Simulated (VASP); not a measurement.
```
CELL_PARAMETERS angstrom
     -1.89689     1.89689     4.78758
      1.89689    -1.89689     4.78758
      1.89689     1.89689    -4.78758
ATOMIC_POSITIONS crystal
  Ti 0.75000 0.25000 0.50000
  Ti 0.00000 0.00000 0.00000
  O  0.54165 0.04165 0.50000
  O  0.79165 0.79165 0.00000
  O  0.20835 0.20835 0.00000
  O  0.95835 0.45835 0.50000
```

Computed with optB86b-vdW, VASP's PBE PAW potentials (set 64) (plane waves; VASP). Run with 520 eV cut-off, Gaussian smearing of 0.050 eV, potentials Ti_sv O.

Give the energies of bands 14 to 27 at the high-symmetry points, in eV from the valence-band maximum.

```
band      Γ      X      P      N      M      S      R
----  -----  -----  -----  -----  -----  -----  -----
14    -3.78  -4.41  -4.32  -4.22  -3.70  -3.75  -4.57
15    -3.78  -4.20  -4.23  -3.66  -3.67  -3.74  -3.93
16    -3.44  -4.20  -4.23  -3.64  -3.67  -3.65  -3.93
17    -2.07  -3.78  -3.81  -3.43  -2.04  -2.96  -3.62
18    -2.07  -3.78  -3.81  -2.18  -2.04  -2.95  -3.62
19    -2.00  -2.65  -2.98  -2.08  -1.37  -2.23  -2.75
20    -0.80  -2.65  -2.98  -1.96  -1.37  -1.87  -2.75
21    -0.80  -2.08  -1.62  -1.96  -1.29  -1.21  -1.92
22    -0.80  -2.08  -1.62  -0.97  -1.29  -0.95  -1.92
23    -0.48  -0.05  -0.24  -0.88  -0.15  -0.92  -0.09
24    -0.48  -0.05  -0.24  -0.66  -0.15  -0.86  -0.09
25     2.05   3.24   3.48   3.15   2.39   3.12   3.21
26     2.76   3.24   3.48   3.45   2.39   3.38   3.21
27     3.88   3.71   3.50   3.46   3.66   3.47   3.66
```

The gap is indirect, 2.05 eV, from the valence maximum at Γ-X at 0.89 to the conduction minimum at Γ.

The compound is TiO2 in the anatase structure, one of several forms; rutile is the usual stable one. It was relaxed first.
